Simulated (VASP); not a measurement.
The input files of a VASP run:

### POSCAR
```
Mg2Sn
1.0
  0.0000000000   3.2161221623   3.2161221623
  3.2161221623   0.0000000000   3.2161221623
  3.2161221623   3.2161221623   0.0000000000
Mg Sn
2 1
Cart
  1.6080610812   1.6080610812   1.6080610812
  4.8241832435   4.8241832435   4.8241832435
  0.0000000000   0.0000000000   0.0000000000
```

INCAR:
```
! general
SYSTEM  = Mg2Sn
PREC    = Accurate
ENCUT   = 500
LREAL   = F
LASPH   = T

! electronic loop
EDIFF   = 1E-6
NELM    = 100
ALGO    = Normal
LMAXMIX = 4

! smearing
ISMEAR  = 1
SIGMA   = 0.1

! functional
GGA     = PE

! ions
IBRION  = 2
NSW     = 40
ISIF    = 3
EDIFFG  = -0.02
PSTRESS = 200

! output
LWAVE   = F
LCHARG  = F
```

File KPOINTS:
```
Automatic mesh
0
Gamma
8 8 8
0 0 0
```

POTCAR, in this order: Mg Sn_d (PBE.64 set). Program: vasp_std.

Question: Write an equivalent input for Ansatz.

Answer: One equivalent input (not run):
Ansatz 0.2 input:
```yaml
crystal:
  lattice:
    - [0.0000000, 3.2161222, 3.2161222]
    - [3.2161222, 0.0000000, 3.2161222]
    - [3.2161222, 3.2161222, 0.0000000]
  atoms:
    - { symbol: Mg, position: [0.2500000, 0.2500000, 0.2500000] }
    - { symbol: Mg, position: [0.7500000, 0.7500000, 0.7500000] }
    - { symbol: Sn, position: [0.0000000, 0.0000000, 0.0000000] }
kpoints:
  mp_grid: { grid: [8, 8, 8] }
hamiltonian:
  xc: pbe
  pseudopotentials: { kind: paw }
scf:
  occupations: { method: methfessel_paxton, width: 0.1 }
  max_iter: 100
relax:
  max_steps: 40
  f_tol: 0.02
  cell: { p_target: 20 }
output: { forces: true, stress: true, eigenvalues: true }
```
What does not carry over: each code has its own PAW files, so the cut-off isn't converted (ENCUT is set for VASP's; basis.ecutwfc is left out, and Ansatz then takes the one that its files recommend); Ansatz stops its SCF on the density residual and VASP on the energy change (EDIFF).

The compound is Mg2Sn in the antifluorite structure. This run relaxes it under an external pressure of 20 GPa. Symmetry was kept, so distortions that lower it aren't found.
